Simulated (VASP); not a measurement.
Given:

```
Tb
1.0
    0.00000     2.46568     2.46568
    2.46568     0.00000     2.46568
    2.46568     2.46568     0.00000
Tb
1
Direct
  0.00000   0.00000   0.00000
```

All values below come from PBEsol GGA, VASP's PBE PAW potentials (set 64) (plane waves; VASP). Numerical set-up: 400 eV cut-off, Gaussian smearing of 0.050 eV, potentials Tb_3.

The 4f electrons are frozen in the core of the lanthanide potential, so 4f levels, which can set the real gap, and their magnetism are missing.

Give the energies of bands 4 to 7 at the high-symmetry points, in eV from the Fermi level.

```tsv
band	Γ	X	U	L	W
4	-5.07	-2.17	-1.30	-2.31	-0.92
5	1.87	-1.25	-0.53	1.41	0.39
6	1.87	3.08	1.54	1.65	0.39
7	1.87	6.33	4.14	1.65	2.85
```

It has no gap at this level: it comes out as a metal or semimetal.

The structure was generated: Tb was put into the fcc type (Fm-3m), which need not be its known phase. It was relaxed first, which changed the volume by -6 %.
